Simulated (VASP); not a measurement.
All values below come from PBEsol GGA, VASP's PBE PAW potentials (set 64) (plane waves; VASP 6.6.1).

VASP input:

KPOINTS:
```
Automatic mesh
0
Gamma
10 10 6
0 0 0
```

**INCAR**
```
ALGO  =  Normal
EDIFF  =  1E-6
EDIFFG  =  -0.02
ENCUT  =  500
GGA  =  PS
IBRION  =  2
ISIF  =  3
ISMEAR  =  1
LASPH  =  T
LCHARG  =  F
LMAXMIX  =  4
LREAL  =  F
LWAVE  =  F
NELM  =  100
NSW  =  40
PREC  =  Accurate
PSTRESS  =  450
SIGMA  =  0.1
SYSTEM  =  SnSe2
```

### POSCAR
```
SnSe2
1
    1.7608793232    -3.0499590103     0.0000000000
    1.7608793232     3.0499590103     0.0000000000
    0.0000000000     0.0000000000     5.1466826846
Sn Se
1 2
Direct
  0.0000000000   0.0000000000   0.0000000000
  0.3333330000   0.6666670000   0.3129038032
  0.6666670000   0.3333330000   0.6870961968
```

POTCAR, in this order: Sn_d Se (PBE.64 set). Program: vasp_std.

Output of the run:

OUTCAR:
```
 ion  position               nearest neighbor table
   1  0.000  0.000  0.000-   3 2.59   2 2.59   3 2.59   2 2.59   2 2.59   3 2.59
   2  0.333  0.667  0.313-   1 2.59   1 2.59   1 2.59
   3  0.667  0.333  0.687-   1 2.59   1 2.59   1 2.59
  LATTYP: Found a hexagonal cell.
 ALAT       =     3.5217816450
 C/A-ratio  =     1.4613860833
 Subroutine PRICEL returns:
 Original cell was already a primitive cell.
 Subroutine GETGRP returns: Found 12 space group operations
The static configuration has the point symmetry D_3d.
The dynamic configuration has the point symmetry D_3d.
 Subroutine INISYM returns: Found 12 space group operations
 Subroutine IBZKPT returns following result:
 Found     72 irreducible k-points:

 Following reciprocal coordinates:
            Coordinates               Weight
  0.000000  0.000000  0.000000      1.000000
  0.100000  0.000000  0.000000      6.000000
  0.200000  0.000000  0.000000      6.000000
  0.300000 -0.000000  0.000000      6.000000
  0.400000  0.000000  0.000000      6.000000
  0.500000  0.000000  0.000000      3.000000
  0.100000  0.100000  0.000000      6.000000
...
```

**OSZICAR**
```
...
DAV:   9    -0.116319282306E+02    0.26100E-03   -0.13171E-03  3080   0.305E-01    0.623E-02
DAV:  10    -0.116319338411E+02   -0.56105E-05   -0.16150E-04  3036   0.115E-01    0.207E-02
DAV:  11    -0.116319364588E+02   -0.26178E-05   -0.90843E-06  2922   0.227E-02    0.892E-03
DAV:  12    -0.116319372162E+02   -0.75737E-06   -0.60321E-07  1758   0.821E-03
   1 F= 0.38948970E+01 E0= 0.38950557E+01  d E =0.389490E+01
       N       E                     dE             d eps       ncg     rms          rms(c)
DAV:   1    -0.186946707750E+02   -0.70627E+01   -0.22058E+02  3229   0.217E+02    0.234E+01
DAV:   2    -0.875759336935E+01    0.99371E+01   -0.20779E+01  3241   0.175E+02    0.871E+00
DAV:   3    -0.663807687969E+01    0.21195E+01   -0.43699E+00  3200   0.525E+01    0.228E+00
DAV:   4    -0.655761469165E+01    0.80462E-01   -0.52516E-01  3640   0.740E+00    0.958E-01
DAV:   5    -0.654441818266E+01    0.13197E-01   -0.23871E-02  3426   0.161E+00    0.361E-01
DAV:   6    -0.654206282782E+01    0.23554E-02   -0.40471E-03  3841   0.101E+00    0.115E-01
DAV:   7    -0.654206026859E+01    0.25592E-05   -0.56558E-04  2678   0.236E-01    0.391E-02
DAV:   8    -0.654205185667E+01    0.84119E-05   -0.59497E-05  3736   0.158E-01    0.136E-02
DAV:   9    -0.654205139869E+01    0.45798E-06   -0.70231E-06  2838   0.305E-02
   2 F= 0.54258282E+01 E0= 0.54256236E+01  d E =0.153093E+01
       N       E                     dE             d eps       ncg     rms          rms(c)
DAV:   1    -0.167678276789E+02   -0.10226E+02   -0.17211E+02  3223   0.330E+02    0.148E+01
DAV:   2    -0.124086823355E+02    0.43591E+01   -0.97793E+00  3185   0.542E+01    0.667E+00
DAV:   3    -0.109145288521E+02    0.14942E+01   -0.41074E+00  3406   0.346E+01    0.975E-01
DAV:   4    -0.108976060702E+02    0.16923E-01   -0.22823E-01  2639   0.467E+00    0.509E-01
DAV:   5    -0.108810300516E+02    0.16576E-01   -0.11831E-02  3456   0.116E+00    0.218E-01
DAV:   6    -0.108783844236E+02    0.26456E-02   -0.28040E-03  2940   0.633E-01    0.676E-02
DAV:   7    -0.108783728684E+02    0.11555E-04   -0.98963E-05  3266   0.101E-01    0.348E-02
DAV:   8    -0.108783629878E+02    0.98806E-05   -0.33480E-05  3045   0.903E-02    0.628E-03
DAV:   9    -0.108783635866E+02   -0.59883E-06   -0.12768E-06  1821   0.178E-02
   3 F= 0.37206579E+01 E0= 0.37207949E+01  d E =-.174239E+00
       N       E                     dE             d eps       ncg     rms          rms(c)
DAV:   1    -0.108223729989E+02    0.55990E-01   -0.64846E-02  3207   0.475E+00    0.318E-01
DAV:   2    -0.108202379308E+02    0.21351E-02   -0.38873E-03  3182   0.133E+00    0.140E-01
DAV:   3    -0.108196194168E+02    0.61851E-03   -0.16313E-03  3153   0.793E-01    0.248E-02
DAV:   4    -0.108196131198E+02    0.62970E-05   -0.96936E-05  2570   0.103E-01    0.116E-02
DAV:   5    -0.108196095537E+02    0.35661E-05   -0.52495E-06  3297   0.237E-02    0.454E-03
DAV:   6    -0.108196097970E+02   -0.24325E-06   -0.62864E-07  1391   0.102E-02
   4 F= 0.37196513E+01 E0= 0.37197722E+01  d E =-.175246E+00
       N       E                     dE             d eps       ncg     rms          rms(c)
DAV:   1    -0.108006175003E+02    0.18992E-01   -0.67920E-03  3213   0.155E+00    0.103E-01
DAV:   2    -0.108003938051E+02    0.22370E-03   -0.40439E-04  3193   0.430E-01    0.451E-02
DAV:   3    -0.108003299637E+02    0.63841E-04   -0.17106E-04  3157   0.257E-01    0.798E-03
DAV:   4    -0.108003299710E+02   -0.72969E-08   -0.10191E-05  2582   0.334E-02    0.375E-03
DAV:   5    -0.108003300253E+02   -0.54294E-07   -0.41863E-07  1283   0.768E-03
   5 F= 0.37196192E+01 E0= 0.37197345E+01  d E =-.175278E+00
       N       E                     dE             d eps       ncg     rms          rms(c)
DAV:   1    -0.107619078439E+02    0.38422E-01   -0.92751E-01  2719   0.797E+00    0.711E-01
DAV:   2    -0.107542276038E+02    0.76802E-02   -0.50588E-02  3054   0.217E+00    0.407E-01
DAV:   3    -0.107511295039E+02    0.30981E-02   -0.66988E-03  3181   0.127E+00    0.147E-01
DAV:   4    -0.107507788073E+02    0.35070E-03   -0.72989E-04  3816   0.421E-01    0.478E-02
DAV:   5    -0.107507625413E+02    0.16266E-04   -0.99647E-05  3676   0.131E-01    0.125E-02
DAV:   6    -0.107507633124E+02   -0.77111E-06   -0.70891E-06  2496   0.244E-02
   6 F= 0.37051816E+01 E0= 0.37052614E+01  d E =-.144376E-01
       N       E                     dE             d eps       ncg     rms          rms(c)
DAV:   1    -0.107289654408E+02    0.21797E-01   -0.13618E-01  2715   0.307E+00    0.276E-01
DAV:   2    -0.107278243056E+02    0.11411E-02   -0.74258E-03  3039   0.865E-01    0.159E-01
DAV:   3    -0.107273630264E+02    0.46128E-03   -0.98227E-04  3174   0.494E-01    0.572E-02
DAV:   4    -0.107273101598E+02    0.52867E-04   -0.11985E-04  3820   0.167E-01    0.182E-02
DAV:   5    -0.107273082479E+02    0.19119E-05   -0.15583E-05  3594   0.498E-02    0.479E-03
DAV:   6    -0.107273083923E+02   -0.14445E-06   -0.78699E-07  1450   0.900E-03
   7 F= 0.37039723E+01 E0= 0.37040428E+01  d E =-.156469E-01
       N       E                     dE             d eps       ncg     rms          rms(c)
DAV:   1    -0.107539344508E+02   -0.26626E-01   -0.19810E-01  2879   0.381E+00    0.395E-01
DAV:   2    -0.107516474106E+02    0.22870E-02   -0.12743E-02  2898   0.160E+00    0.228E-01
DAV:   3    -0.107504749576E+02    0.11725E-02   -0.13857E-03  3283   0.629E-01    0.756E-02
DAV:   4    -0.107503581907E+02    0.11677E-03   -0.34593E-04  3588   0.259E-01    0.172E-02
DAV:   5    -0.107503588808E+02   -0.69007E-06   -0.37009E-05  3604   0.567E-02    0.720E-03
DAV:   6    -0.107503585475E+02    0.33330E-06   -0.18869E-06  1967   0.131E-02
   8 F= 0.37018494E+01 E0= 0.37017596E+01  d E =-.212290E-02
       N       E                     dE             d eps       ncg     rms          rms(c)
DAV:   1    -0.107674532619E+02   -0.17094E-01   -0.10184E-01  2854   0.272E+00    0.282E-01
DAV:   2    -0.107662756840E+02    0.11776E-02   -0.66224E-03  2896   0.116E+00    0.163E-01
DAV:   3    -0.107656769050E+02    0.59878E-03   -0.71964E-04  3361   0.455E-01    0.547E-02
DAV:   4    -0.107656143430E+02    0.62562E-04   -0.17833E-04  3578   0.188E-01    0.124E-02
DAV:   5    -0.107656146098E+02   -0.26682E-06   -0.19680E-05  3568   0.419E-02    0.522E-03
DAV:   6    -0.107656144301E+02    0.17968E-06   -0.10071E-06  1542   0.951E-03
   9 F= 0.37013063E+01 E0= 0.37011788E+01  d E =-.266599E-02
       N       E                     dE             d eps       ncg     rms          rms(c)
DAV:   1    -0.106932179058E+02    0.72397E-01   -0.20278E-01  3128   0.655E+00    0.487E-01
DAV:   2    -0.106884947295E+02    0.47232E-02   -0.13875E-02  3157   0.186E+00    0.229E-01
DAV:   3    -0.106869165642E+02    0.15782E-02   -0.37906E-03  3204   0.113E+00    0.596E-02
DAV:   4    -0.106868604371E+02    0.56127E-04   -0.38231E-04  3266   0.189E-01    0.232E-02
DAV:   5    -0.106868508422E+02    0.95949E-05   -0.19125E-05  3726   0.682E-02    0.921E-03
DAV:   6    -0.106868506356E+02    0.20661E-06   -0.34878E-06  2212   0.229E-02
  10 F= 0.37009500E+01 E0= 0.37009014E+01  d E =-.356289E-03
       N       E                     dE             d eps       ncg     rms          rms(c)
DAV:   1    -0.107172627553E+02   -0.30412E-01   -0.28047E-02  3128   0.247E+00    0.180E-01
DAV:   2    -0.107166150494E+02    0.64771E-03   -0.19135E-03  3154   0.691E-01    0.851E-02
DAV:   3    -0.107163939988E+02    0.22105E-03   -0.53199E-04  3208   0.421E-01    0.219E-02
DAV:   4    -0.107163840467E+02    0.99521E-05   -0.53512E-05  3199   0.694E-02    0.862E-03
DAV:   5    -0.107163815221E+02    0.25246E-05   -0.23822E-06  2539   0.259E-02    0.341E-03
DAV:   6    -0.107163811149E+02    0.40724E-06   -0.65762E-07  1289   0.106E-02
  11 F= 0.37007476E+01 E0= 0.37006548E+01  d E =-.558672E-03
```

**OUTCAR**
```
------------------------ aborting loop because EDIFF is reached ----------------------------------------
  FORCE on cell =-STRESS in cart. coord.  units (eV):
  Direction    XX          YY          ZZ          XY          YZ          ZX
  --------------------------------------------------------------------------------------
  Total       14.4258849     14.4268230     14.4516715     -0.0000000      0.0000000      0.0000000
  in kB      450.2733044    450.3025839    451.0781788     -0.0000000      0.0000000      0.0000000
  external PRESSURE =       0.5513557 kB  Pullay stress =     450.0000000 kB
  volume of cell :       51.33
      direct lattice vectors                 reciprocal lattice vectors
     1.698675195 -2.942287402  0.000000000     0.294347031 -0.169935812 -0.000000000
     1.698675195  2.942287402 -0.000000000     0.294347031  0.169935812  0.000000000
    -0.000000000 -0.000000000  5.135129645     0.000000000  0.000000000  0.194737050
 POSITION                                       TOTAL-FORCE (eV/Angst)
 -----------------------------------------------------------------------------------
      0.00000     -0.00000      0.00000        -0.000000     -0.000000      0.000000
      1.69868      0.98076      1.62647        -0.000000     -0.000000      0.007169
      1.69868     -0.98076      3.50866         0.000000      0.000000     -0.007169
 -----------------------------------------------------------------------------------
    total drift:                               -0.000000      0.000000      0.000000
  FREE ENERGIE OF THE ION-ELECTRON SYSTEM (eV)
  ---------------------------------------------------
  free  energy   TOTEN  =       -10.7163811149 eV

  energy  without entropy=      -10.7166594805  energy(sigma->0) =      -10.71647390
  enthalpy is  TOTEN    =         3.7007476378 eV   P V=       14.4171287527

 reached required accuracy - stopping structural energy minimisation
```
(Selected blocks of OUTCAR.)

### CONTCAR
```
SnSe2
   1.00000000000000
     1.6986751953978863   -2.9422874020118850    0.0000000000000000
     1.6986751953978863    2.9422874020118850   -0.0000000000000000
    -0.0000000000000000   -0.0000000000000000    5.1351296445843548
  Sn              Se
     1     2
Direct
     0.0000000000000000    0.0000000000000000    0.0000000000000000
     0.3333330000000032    0.6666669999999968    0.3167343134780289
     0.6666669999999968    0.3333330000000032    0.6832656865219712
```

OUTCAR:
```
 val. band max:       10.1298359263   @ k =   0.2000   0.0000   0.1667

 cond. band min:      10.1831765758   @ k =   0.2000   0.0000   0.0000


 Fermi energy:        10.1700639653

 k-point     1 :       0.0000    0.0000    0.0000
  band No.  band energies     occupation
      1     -11.9248      2.00000
      2     -11.9247      2.00000
      3     -11.8685      2.00000
      4     -11.7995      2.00000
      5     -11.7992      2.00000
      6      -7.5153      2.00000
      7      -3.5904      2.00000
      8       0.0491      2.00000
      9       8.4359      2.00000
     10       8.4360      2.00000
     11       9.3103      2.00000
     12       9.3104      2.00000
     13      10.1297      1.62557
     14      12.2391      0.00000
     15      13.5544      0.00000
     16      15.5150      0.00000
     17      15.5154      0.00000

 k-point     2 :       0.1000    0.0000    0.0000
  band No.  band energies     occupation
      1     -11.9375      2.00000
      2     -11.9124      2.00000
      3     -11.8592      2.00000
      4     -11.8104      2.00000
      5     -11.7990      2.00000
      6      -7.3645      2.00000
      7      -3.4689      2.00000
      8       0.1996      2.00000
      9       6.9131      2.00000
     10       7.8170      2.00000
     11       8.4790      2.00000
     12       9.7272      2.00000
     13      10.7543     -0.00000
     14      13.0941      0.00000
     15      13.8583      0.00000
     16      14.6009      0.00000
     17      15.4175      0.00000

 k-point     3 :       0.2000    0.0000    0.0000
  band No.  band energies     occupation
      1     -11.9765      2.00000
      2     -11.8850      2.00000
      3     -11.8462      2.00000
      4     -11.8217      2.00000
      5     -11.7929      2.00000
      6      -6.9177      2.00000
      7      -3.1592      2.00000
      8       0.6378      2.00000
      9       4.8514      2.00000
     10       6.9429      2.00000
     11       6.9534      2.00000
...
```

Energy and stress use the plane-wave basis of the starting cell. Without a dispersion term in the relaxation, distances and binding between the weakly bound layers, chains or molecules are unreliable, and so is what depends on them. Unless said otherwise, spin-orbit coupling is left out, though it shifts the bands of the heavy elements here.

The compound is SnSe2 in the 1T layered structure. This run relaxes it under an external pressure of 45 GPa. Symmetry was kept, so distortions that lower it aren't found.
